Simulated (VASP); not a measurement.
Output of a VASP run:

File OSZICAR:
```
       N       E                     dE             d eps       ncg     rms          rms(c)
DAV:   1     0.180219201741E+03    0.18022E+03   -0.97147E+03    36   0.842E+02
DAV:   2     0.918645872975E+01   -0.17103E+03   -0.16976E+03    48   0.221E+02
DAV:   3    -0.299544118395E+01   -0.12182E+02   -0.12085E+02    38   0.670E+01
DAV:   4    -0.317415759541E+01   -0.17872E+00   -0.17866E+00    44   0.955E+00
DAV:   5    -0.317611533178E+01   -0.19577E-02   -0.19577E-02    40   0.991E-01    0.154E+01
DAV:   6    -0.273716387689E+01    0.43895E+00   -0.35640E-01    36   0.380E+00    0.965E+00
DAV:   7    -0.260150632700E+01    0.13566E+00   -0.63309E-01    38   0.507E+00    0.100E+00
DAV:   8    -0.259429151512E+01    0.72148E-02   -0.49243E-02    36   0.156E+00    0.415E-01
DAV:   9    -0.259432949330E+01   -0.37978E-04   -0.10283E-03    44   0.211E-01    0.889E-02
DAV:  10    -0.259443847057E+01   -0.10898E-03   -0.18492E-04    36   0.906E-02    0.401E-02
DAV:  11    -0.259445750734E+01   -0.19037E-04   -0.29225E-05    36   0.416E-02    0.101E-02
DAV:  12    -0.259445740996E+01    0.97380E-07   -0.29968E-06    48   0.126E-02
   1 F= -.25944574E+01 E0= -.25944574E+01  d E =-.991226E-14
```

File OUTCAR:
```
------------------------ aborting loop because EDIFF is reached ----------------------------------------
  FORCE on cell =-STRESS in cart. coord.  units (eV):
  Direction    XX          YY          ZZ          XY          YZ          ZX
  --------------------------------------------------------------------------------------
  Total       15.4718976     16.3972146     -7.3775874      0.0477662     -0.0060701      0.1342470
  in kB      214.7046795    227.5453725   -102.3793313      0.6628550     -0.0842353      1.8629559
  external PRESSURE =     113.2902402 kB  Pullay stress =       0.0000000 kB
  volume of cell :      115.45
      direct lattice vectors                 reciprocal lattice vectors
     2.240000000 -3.120000000  0.000000000     0.223214286 -0.160256410  0.000000000
     2.240000000  3.120000000  0.000000000     0.223214286  0.160256410  0.000000000
     0.000000000  0.000000000  8.260000000     0.000000000  0.000000000  0.121065375
 POSITION                                       TOTAL-FORCE (eV/Angst)
 -----------------------------------------------------------------------------------
      3.95629      0.00314      7.36263        -0.240410      0.003912      2.200848
      2.77924      0.00687      3.31876         0.133747     -0.000922      2.303980
      1.68800      0.01186      5.02055        -0.140484     -0.001305     -2.311545
      0.53647     -0.02187      0.81807         0.247148     -0.001685     -2.193283
 -----------------------------------------------------------------------------------
    total drift:                                0.000110     -0.000003     -0.000072
  FREE ENERGIE OF THE ION-ELECTRON SYSTEM (eV)
  ---------------------------------------------------
  free  energy   TOTEN  =        -2.5944574100 eV

  energy  without entropy=       -2.5944574100  energy(sigma->0) =       -2.59445741
```
(Selected blocks of OUTCAR.)

**POSCAR**
```
Cl
1
    2.2400000000    -3.1200000000     0.0000000000
    2.2400000000     3.1200000000     0.0000000000
    0.0000000000     0.0000000000     8.2600000000
Cl
4
Direct
  0.8825970000   0.8836020000   0.8913590000
  0.6192660000   0.6214680000   0.4017870000
  0.3748850000   0.3786860000   0.6078150000
  0.1232530000   0.1162440000   0.0990400000
```

**Question.** Reconstruct the remaining input files.

**Answer.** One answer among several that fit: the input of the run itself, PBE GGA, plane waves, VASP's PBE PAW potentials (set 64).

**INCAR**
```
ALGO = Normal
EDIFF = 1E-6
ENCUT = 300
GGA = PE
ISIF = 2
ISMEAR = -1
LASPH = .TRUE.
LCHARG = .FALSE.
LREAL = .FALSE.
LWAVE = .FALSE.
NELM = 100
PREC = Accurate
SIGMA = 0.01
SYSTEM = Cl
```

KPOINTS:
```
K-points
0
G
  1 1 1
```

POTCAR, in this order: Cl (PBE.64 set). Program: vasp_std.

At this cut-off the stress carries a Pulay error, which pulls relaxed volumes low.

The structure is a typed Cl crystal. The cell was not relaxed at this level, atoms are displaced from their ideal sites. The k-mesh is coarse (spacing up to 1.73 per Å, 2π included), so the numbers may not be converged in it. The run is one of a series of settings (KPOINTS 1×1×1 Γ-centred mesh against the base run), some of them coarse on purpose.
